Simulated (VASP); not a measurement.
Input:

```
PbTe
1.0
    0.00000     3.44311     3.44311
    3.44311     0.00000     3.44311
    3.44311     3.44311     0.00000
Pb Te
1 1
Direct
  0.00000   0.00000   0.00000
  0.25000   0.25000   0.25000
```

All values below come from PBEsol GGA, VASP's PBE PAW potentials (set 64) (plane waves; VASP). Settings: 500 eV cut-off, 7×7×7 Γ-centred mesh, Gaussian smearing of 0.050 eV, potentials Pb_d Te.

Estimate the energy per atom (σ→0), pressure.

```json
{
 "energy per atom (σ→0)": "-3.766 eV/atom",
 "pressure": "4.94 GPa"
}
```

Total energies compare only between runs with the same potentials, cut-off and functional.

The structure was generated: PbTe was put into the zinc blende type (F-43m), which need not be its known phase. It was relaxed first under an external pressure of 5 GPa.
